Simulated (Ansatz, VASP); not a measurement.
**Cross-check of C (Diamond) between VASP and Ansatz**

One calculation is typed for both programs; each brings its own data sets. How far apart do they land? The cell is taken from a series of runs on this material, whose earlier steps may have relaxed, scaled, displaced or heated it; both programs get it as it stands.

Program: Ansatz 0.2.0. Level of theory: plane waves, with VASP 6.6.1 beside it; zone-centre phonons at LDA. Results are calculated unless marked as measured.

## (1) Set-up

Symmetry: Fd-3m, No. 227, cubic system. Conventional cell: a = 3.531 Å, b = 3.531 Å, c = 3.531 Å, α = 90.00°, β = 90.00°, γ = 90.00°. Nearest to C lie 4 C at 1.53 Å.

Structure file:

```cif
data_structure
_symmetry_space_group_name_H-M 'P 1'
_symmetry_Int_Tables_number 1
_cell_length_a 2.4971
_cell_length_b 2.4971
_cell_length_c 2.4971
_cell_angle_alpha 60.000
_cell_angle_beta 60.000
_cell_angle_gamma 60.000
_cell_volume 11.01
loop_
_atom_site_label
_atom_site_type_symbol
_atom_site_fract_x
_atom_site_fract_y
_atom_site_fract_z
_atom_site_occupancy
C1 C 0.50000 0.50000 0.50000 1
C2 C 0.75000 0.75000 0.75000 1
```

## (2) Ansatz: zone-centre phonons, LDA

Ansatz runs on its PAW soft_1 files.

Second derivatives magnify differences that forces hide, and they need a tight electronic threshold.

input.yaml

```yaml
crystal:
  lattice:
    - [0.0, 1.7657332854, 1.7657332854]
    - [1.7657332854, 0.0, 1.7657332854]
    - [1.7657332854, 1.7657332854, 0.0]
  atoms:
    - { symbol: C, position: [0.5, 0.5, 0.5] }
    - { symbol: C, position: [0.75, 0.75, 0.75] }
total_charge: -0.001101
kpoints:
  mp_grid: { grid: [42, 42, 42] }
hamiltonian:
  xc: lda
  pseudopotentials: { kind: paw, azcp: { folder: soft_1 }, xc_functional: pbe }
scf:
  occupations: { method: fermi_dirac, width: 0.03 }
output:
  eigenvalues: true
phonons:
  method: dfpt
```

Command:

```bash
$ ansatz run input.yaml --threads 8 --pin off --max-ram 16384MiB --backend cpu --events-out ev --progress --plain --runs-dir out
```

Numbers of over 12 decimals in the logs are rounded to 6 here.

What it wrote:

```text
zone centre: on kpoints.mp_grid the ground state, and the responses unless they are solved on pairs of k-points, stand on 5214 of the mesh's 74088 k-points, reduced under 8 symmetry operations, with k and −k counted as one. Each operation leaves every solved displacement unchanged or reverses it
Engine: ansatz 0.2.0, x86_64-unknown-linux-gnu
Pseudopotentials: kind: paw
Pseudopotential: C, paw, valence charge 4, recommended cutoff 420 eV (normal), soft_1/C.paw.azcp
Functional definition: SPW92
  exchange = slater_x
  correlation = pw_c
Crystal: 2 atoms, lattice volume = 11.010 Å³
Basis set: ecut = 420 eV, 181 PW (Γ), exchange–correlation on 40×40×40 points (8 copies of the dense FFT grid, shifted against one another)
Bands: 9, of which v1, the nominal top of the filled ones, is band 4 counted from 1 (3 counted from 0)
Symmetry: 48 space group operations
k-points: 5214 of 74088 (irreducible under 8 space group operations, time reversal used)
Non-local potential: C, projectors of the file, l = 0: 2, l = 1: 2, l = 2: 1
PAW form: soft (Blöchl's): semilocal exchange-correlation on the pseudo side does not see the compensation charge
PAW frozen core: C, regenerated for the run's functional, and the local potential with it (the file was generated under x = pbe(κ = 0.804, μ = 0.219515), c = pbe(β = 0.066725))
PAW one-centre angular grid: C, 110 points (default); XC on 64 Gauss nodes
Initial density: superposition of atomic densities (chi_scale 0.1, normalization cell)
Initial wavefunctions: pseudopotential atomic-orbital guess
Functional: x = slater, c = lda
SCF iter   1: F=—  HF=-486.699730 eV  |F-HF|=—  |Δ(HF+E_count)|=         —  Δρ=1.47e-1  dr2=1.68e0  ethr=3.10e-3  ⟨swp⟩=5.0  Hψ=286812  notcnv=0
preconditioner: auto → none  [metal: Δε(μ)=0.015 eV  Ē_g=21.959 eV  σ=0.030 eV  W_gap=0.12  n_scr=0 (ndim 8)  ℏωp=31.7 eV  f_vac=0.000  D(μ)=0.03/eV (n_scr^D=0)]
SCF iter   2: F=—  HF=-486.084810 eV  |F-HF|=—  |Δ(HF+E_count)|=   6.15e-1  Δρ=6.22e-2  dr2=2.92e-1  ethr=3.10e-3  ⟨swp⟩=3.0  Hψ=127172  notcnv=0  defer=4787
SCF iter   3: F=—  HF=-485.970712 eV  |F-HF|=—  |Δ(HF+E_count)|=   1.14e-1  Δρ=3.42e-3  dr2=4.22e-4  ethr=3.10e-3  ⟨swp⟩=2.2  Hψ=83761  notcnv=0  defer=4787
SCF iter   4: F=—  HF=-485.970878 eV  |F-HF|=—  |Δ(HF+E_count)|=   1.67e-4  Δρ=1.55e-4  dr2=1.28e-6  ethr=5.27e-6  ⟨swp⟩=2.8  Hψ=73621  notcnv=0  defer=4787
SCF iter   5: F=—  HF=-485.970879 eV  |F-HF|=—  |Δ(HF+E_count)|=   6.98e-7  Δρ=2.00e-5  dr2=1.02e-8  ethr=1.60e-8  ⟨swp⟩=2.1  Hψ=67049  notcnv=0  defer=4787
SCF iter   6: F=-485.970879 eV  HF=-485.970879 eV  |F-HF|=4.55e-13  |Δ(HF+E_count)|=   4.31e-9  Δρ=1.87e-7  dr2=1.86e-12  ethr=1.00e-12  ⟨swp⟩=9.2  Hψ=254261  notcnv=0
the search or the solves at the SCF's close seem to have found levels that the self-consistency loop had missed (the run counts 2). By its estimate they hold under 1e-12 electrons; where the run keeps them, the occupations were computed again with them
SCF 1 converged in 6 iterations: F = -485.970879 eV  dr2 = 1.86e-12
  greatest PAW one-centre occupation: 0.643 electrons in one spin orbital (limit 2), on the C atom at site 1 (counted from 0), in its partial waves of l = 0
DFPT response loops at Γ: preconditioner auto → Kerker (q_TF=auto, 2.587 Å⁻¹) (partly filled bands, converged f_vac=0.000); β = 1.00, the filter's whole step (`scf.mixing.beta` (0.50) is not read by the response loops under this deck's `scf.mixing.preconditioner`; to damp them name `kerker` or `kerker_dos`, under which they read `scf.mixing.beta`, and type it under 1.00, their step now; both keys bind the ground state too); Broyden in place of MSR1
SCF converged after 6 iterations
Free energy (F): -485.970879 eV
Harris-Foulkes:  -485.970879 eV  (|F-HF|=4.55e-13)
Internal energy: -485.970802 eV  (E = F + TS)
E sigma→0 (E₀):  -485.970840 eV
Entropy (-TS):   -0.000077 eV (-0.039 meV/atom)
Fermi energy:    17.836958 eV
--- Per-component energies (eV) ---
  E_band       = 36.350725
  E_kinetic    = 181.666329
  E_local      = -109.828570  (includes V_loc(G=0)·N_el)
  E_nonlocal   = 48.029736
  E_hartree    = 25.832301
  E_xc         = -95.217827
  E_vxc        = -117.938276  (∫ρ·V_xc dr)
  E_paw        = -185.141561  (= ΣΔE_a)
  E_vpaw       = -17.243128  (= ΣTr[D̂ρ^β])
  E_aug_tail   = 0.000038  (compensation charges beyond the density's cutoff)
  E_ewald      = -351.436914
  E_core_change = 0.125665  (= ΣΔE_core)
  E_smearing   = -0.000077  (= −TS)
  E_closure    = -0.000000  (closes the sum)
  E_deformation_potential = -0.024469  (in the stress; not in F)
  Σ components = -485.970879   (vs F -485.970879, Δ=0.00e0)
--- Band table (eV; the first three rows and the last of 5214) ---
  k-point 0: bands = ["-8.1020", "13.6384", "13.6384", "13.6384", "19.2614", "19.2614", "19.2614", "27.7958", "32.9763"]
  k-point 1: bands = ["-8.0861", "13.5201", "13.6080", "13.6080", "19.2997", "19.2997", "19.3367", "27.8043", "33.0034"]
  k-point 2: bands = ["-8.0381", "13.1891", "13.5211", "13.5211", "19.4114", "19.4114", "19.5461", "27.8313", "33.0834"]
  k-point 5213: bands = ["1.6782", "1.6782", "5.0249", "5.0249", "24.1185", "24.1185", "26.4237", "26.4237", "35.1275"]
--- Phonons (Γ-DFPT): 1 representative perturbation + reference, on 5214 of 74088 k-points (Σ response iterations 3) ---
  k mesh reduced under 8 symmetry operations, with k and −k counted as one. Each operation leaves every solved displacement unchanged or reverses it
  ASR residual: 4.696e-5 → 0.000e0 eV/Å²; symmetrization residual: 9.699e-14 eV/Å²
  ASR residual per site (eV/Å²): 4.70e-5 4.70e-5
  Γ frequencies (cm⁻¹): 0.00 0.00 0.00 1321.92 1321.92 1321.92
  non-analytic LO–TO correction: not included (Born effective charges unavailable; polar crystals: no LO–TO splitting at Γ)
```

In the SCF lines HF is the Harris–Foulkes energy and dr2 the Hartree energy of the density residual, in eV; the loop may stop once dr2 is under the threshold and the program's other checks hold. Hψ counts applications of the Hamiltonian.

## (3) VASP: zone-centre phonons, LDA

The same cell, functional (in two slightly different forms), mesh and smearing now go to VASP, with its own data sets.

Lines of VASP's logs that name or quote its potential files are left out, and so is its time.

INCAR

```
SYSTEM = C
PREC = Accurate
ENCUT = 600
EDIFF = 1E-08
NELM = 120
ISMEAR = -1
SIGMA = 0.03
LREAL = .FALSE.
ALGO = Normal
GGA = PW92
NELECT = 8.001101
NBANDS = 10
LORBIT = 11
LWAVE = .FALSE.
LCHARG = .FALSE.
ISIF = 2
IBRION = 8
LASPH = .TRUE.
GGA_COMPAT = .FALSE.
KPAR = 2
```

POSCAR

```
C
1.0
    0.0000000000      1.7657332854      1.7657332854
    1.7657332854      0.0000000000      1.7657332854
    1.7657332854      1.7657332854      0.0000000000
C
2
Direct
    0.5000000000      0.5000000000      0.5000000000
    0.7500000000      0.7500000000      0.7500000000
```

KPOINTS

```
Automatic mesh
0
Gamma
42 42 42
0 0 0
```

Potentials, in the order of the species: C (LDA family, release 64).

Command:

```bash
$ mpirun -np 2 vasp_std
```

What it wrote:

```text
[banner, memory and clock lines left out]
running    2 mpi-ranks, on    1 nodes
 distrk:  each k-point on    1 cores,    2 groups
 distr:  one band on    1 cores,    1 groups

 POSCAR found type information on POSCAR C
 POSCAR found :  1 types and       2 ions
|                                                                             |
|               ----> ADVICE to this user running VASP <----                  |
|                                                                             |
|     You enforced a specific xc type in the INCAR file but a different       |
|     [... a line on the potential file left out ...]
|     I HOPE YOU KNOW WHAT YOU ARE DOING!                                     |
|                                                                             |

 LDA part: xc-table for (Slater(with rela. corr.)+PW92), standard interpolation
 POSCAR, INCAR and KPOINTS ok, starting setup
 FFT: planning ... GRIDC
 FFT: planning ... GRID_SOFT
 FFT: planning ... GRID
 WAVECAR not read
 entering main loop
       N       E                     dE             d eps       ncg     rms          rms(c)
DAV:   1     0.310694564670E+00    0.31069E+00   -0.52803E+03 39758   0.863E+02
DAV:   2    -0.207406849927E+02   -0.21051E+02   -0.20387E+02 51704   0.138E+02
DAV:   3    -0.211320361298E+02   -0.39135E+00   -0.39033E+00 45198   0.151E+01
DAV:   4    -0.211328912195E+02   -0.85509E-03   -0.85504E-03 41470   0.829E-01
DAV:   5    -0.211328924421E+02   -0.12226E-05   -0.12239E-05 43436   0.305E-02BRMIX: very serious problems
 the old and the new charge density differ
 old charge density:     8.00000 new    8.00110
BRMIX: very serious problems
 the old and the new charge density differ
 old charge density:     8.00000 new    8.00110
    0.589E+00
DAV:   6    -0.204874318232E+02    0.64546E+00   -0.37042E-01 39814   0.451E+00    0.341E+00
DAV:   7    -0.202630672079E+02    0.22436E+00   -0.43420E-01 41988   0.490E+00    0.752E-01
DAV:   8    -0.202628932489E+02    0.17396E-03   -0.91559E-03 40876   0.867E-01    0.262E-02
DAV:   9    -0.202628814509E+02    0.11798E-04   -0.33176E-05 43640   0.494E-02    0.193E-02
DAV:  10    -0.202628827978E+02   -0.13469E-05   -0.17379E-06 41656   0.120E-02    0.451E-03
DAV:  11    -0.202628827314E+02    0.66432E-07   -0.57474E-08 42848   0.199E-03    0.739E-04
DAV:  12    -0.202628827204E+02    0.11009E-07   -0.13433E-09 23144   0.369E-04    0.143E-04
DAV:  13    -0.202628827165E+02    0.38777E-08   -0.84617E-11 20492   0.984E-05
   1 F= -.20262883E+02 E0= -.20262844E+02  d E =-.772478E-04
 Linear response reoptimize wavefunctions to high precision
DAV:   1    -0.202628827160E+02    0.49954E-09   -0.31058E-12 22400   0.195E-05
DAV:   2    -0.202628827160E+02    0.15916E-11   -0.39840E-13 19892   0.488E-06
 Linear response DOF=           1
 Linear response progress:
  Degree of freedom:   1/  1
       N       E                     dE             d eps       ncg     rms          rms(c)
RMM:   1    -0.119802224126E+00   -0.11980E+00   -0.17190E-02483840   0.208E+00
RMM:   2    -0.110672838050E+00    0.91294E-02   -0.22528E-03303733   0.396E-01    0.190E-01
RMM:   3    -0.110842841072E+00   -0.17000E-03   -0.21887E-04302260   0.113E-01    0.104E-01
RMM:   4    -0.111647800542E+00   -0.80496E-03   -0.24289E-04300197   0.117E-01    0.133E-02
RMM:   5    -0.111605744033E+00    0.42057E-04   -0.51312E-06324336   0.135E-02    0.101E-03
RMM:   6    -0.111605270085E+00    0.47395E-06   -0.28091E-07325399   0.803E-04    0.441E-04
RMM:   7    -0.111602718448E+00    0.25516E-05   -0.62482E-08334037   0.342E-04    0.657E-05
RMM:   8    -0.111602692284E+00    0.26164E-07   -0.25469E-09339232   0.452E-05    0.103E-05
RMM:   9    -0.111602567078E+00    0.12521E-06   -0.15453E-11342791   0.193E-05    0.143E-06
RMM:  10    -0.111602565237E+00    0.18411E-08   -0.56175E-09284266   0.751E-06    0.145E-07
 first order change of Fermi-energy   0.16035E-04
 force on displaced ion       1 direction 1 : -38.829  -0.000  -0.000
 Linear response finished
```

From OUTCAR (step 3):

```text
NELECT = 8.001101

 ion  position               nearest neighbor table
   1  0.500  0.500  0.500-   2 1.53   2 1.53   2 1.53   2 1.53
   2  0.750  0.750  0.750-   1 1.53   1 1.53   1 1.53   1 1.53

  LATTYP: Found a face centered cubic cell.
 ALAT       =     3.5314665708

 Subroutine GETGRP returns: Found 48 space group operations
 (whereof 24 operations were pure point group operations)

The static configuration has the point symmetry T_d .
 The point group associated with its full space group is O_h .

 Found   1903 irreducible k-points:

   k-points           NKPTS =   1903   k-points in BZ     NKDIM =   1903   number of bands    NBANDS=     10

   dimension x,y,z NGX =    20 NGY =   20 NGZ =   20
   dimension x,y,z NGXF=    40 NGYF=   40 NGZF=   40

   ENCUT  =  600.0 eV  44.10 Ry    6.64 a.u.   4.99  4.99  4.99*2*pi/ulx,y,z

 k-points in reciprocal lattice and weights: Automatic mesh
   0.00000000  0.00000000  0.00000000       0.000
   0.02380952  0.00000000  0.00000000       0.000
   0.04761905  0.00000000  0.00000000       0.000
   0.07142857  0.00000000  0.00000000       0.000
   0.09523810  0.00000000  0.00000000       0.000
   0.11904762  0.00000000  0.00000000       0.000
   0.14285714  0.00000000  0.00000000       0.000
   0.16666667  0.00000000  0.00000000       0.000
   0.19047619  0.00000000  0.00000000       0.000
[...]
-0.26190476  0.47619048  0.23809524       0.000
  -0.26190476  0.50000000  0.23809524       0.000

 average (electrostatic) potential at core
       1 -49.0817       2 -49.0817

  Total        0.0306536      0.0306536      0.0306536      0.0000000      0.0000000      0.0000000
  in kB        4.4605361      4.4605361      4.4605361      0.0000000      0.0000000      0.0000000
  external PRESSURE =       4.4605361 kB  Pullay stress =       0.0000000 kB

  energy-cutoff  :      600.00
  volume of cell :       11.01
      direct lattice vectors                 reciprocal lattice vectors
     0.000000000  1.765733285  1.765733285    -0.283168474  0.283168474  0.283168474
     1.765733285  0.000000000  1.765733285     0.283168474 -0.283168474  0.283168474
     1.765733285  1.765733285  0.000000000     0.283168474  0.283168474 -0.283168474

 POSITION                                       TOTAL-FORCE (eV/Angst)
 -----------------------------------------------------------------------------------
      1.76573      1.76573      1.76573         0.000000      0.000000      0.000000
      2.64860      2.64860      2.64860        -0.000000     -0.000000     -0.000000
 -----------------------------------------------------------------------------------
    total drift:                                0.000000     -0.000000      0.000000

 Eigenvectors and eigenvalues of the dynamical matrix
 ----------------------------------------------------

   1 f  =   39.751765 THz   249.767704 2PiTHz 1325.976141 cm-1   164.400015 meV
             X         Y         Z           dx          dy          dz
      1.765733  1.765733  1.765733     0.000000   -0.707107    0.000000
      2.648600  2.648600  2.648600     0.000000    0.707107    0.000000

   2 f  =   39.751765 THz   249.767704 2PiTHz 1325.976141 cm-1   164.400015 meV
             X         Y         Z           dx          dy          dz
      1.765733  1.765733  1.765733    -0.707107    0.000000    0.000000
      2.648600  2.648600  2.648600     0.707107    0.000000    0.000000

   3 f  =   39.751765 THz   249.767704 2PiTHz 1325.976141 cm-1   164.400015 meV
             X         Y         Z           dx          dy          dz
      1.765733  1.765733  1.765733     0.000000    0.000000   -0.707107
      2.648600  2.648600  2.648600     0.000000    0.000000    0.707107

   4 f  =    0.000000 THz     0.000000 2PiTHz    0.000000 cm-1     0.000000 meV
             X         Y         Z           dx          dy          dz
      1.765733  1.765733  1.765733     0.707107    0.000000    0.000000
      2.648600  2.648600  2.648600     0.707107    0.000000    0.000000

   5 f  =    0.000000 THz     0.000000 2PiTHz    0.000000 cm-1     0.000000 meV
             X         Y         Z           dx          dy          dz
      1.765733  1.765733  1.765733     0.000000    0.707107    0.000000
      2.648600  2.648600  2.648600     0.000000    0.707107    0.000000

   6 f  =    0.000000 THz     0.000000 2PiTHz    0.000000 cm-1     0.000000 meV
             X         Y         Z           dx          dy          dz
      1.765733  1.765733  1.765733     0.000000    0.000000    0.707107
      2.648600  2.648600  2.648600     0.000000    0.000000    0.707107

 ELASTIC MODULI CONTR FROM IONIC RELAXATION (kBar)
 Direction    XX          YY          ZZ          XY          YZ          ZX
 --------------------------------------------------------------------------------
 XX          -0.0000     -0.0000     -0.0000     -0.0000     -0.0000      0.0000
 YY          -0.0000     -0.0000     -0.0000     -0.0000     -0.0000     -0.0000
 ZZ          -0.0000     -0.0000     -0.0000     -0.0000     -0.0000      0.0000
 XY          -0.0000     -0.0000     -0.0000    -66.4184      0.0000     -0.0000
 YZ          -0.0000     -0.0000     -0.0000      0.0000    -66.4184      0.0000
 ZX           0.0000     -0.0000      0.0000     -0.0000      0.0000    -66.4184
 --------------------------------------------------------------------------------
```

## (4) Comparison

Known differences besides the potentials themselves: the cutoff is 420 eV in Ansatz and 600 eV in VASP; VASP's log shows a relativistic correction to its local exchange, Ansatz's none. Total energies have different zeros and are not compared.

Compared:

```
                  quantity  Ansatz    VASP  difference
optical mode 1 to 3 (cm⁻¹)  1321.9  1326.0     -0.31 %
```

Modes are paired by rising frequency, not by their patterns, so a pair may set unlike modes beside each other; they are those without the splitting of longitudinal modes. The cell carries a charge of -0.001101 e against a uniform background, so its pressure also hangs on how the neutralising background is counted, and in a defect's cell a gap may be the spacing between its levels.

## (5) What came out

```
r.m.s. difference of the optical zone-centre modes, each program's sorted by frequency (zone-centre phonons, LDA) : 4.1 cm⁻¹
```

**Reading.** The r.m.s. difference of the optical zone-centre modes, each program's sorted by frequency is 4.1 cm⁻¹ (zone-centre phonons, LDA). Such differences can come from data sets, numerical settings and the points named under the comparisons, not from the functional's error against experiment.

[Lines on the potential files, build, host, timing and source positions are cut from VASP's logs without a mark.]

[Logs are printed without paths, hosts, clocks, repeated set-up lines and the standing remarks that a program may print on its own settings, such as how far it seeks lower states.]

[Hosts, paths, dates, database ids (printed as entryN), source tags and the programs' standing remarks are cut or masked in the printed files.]
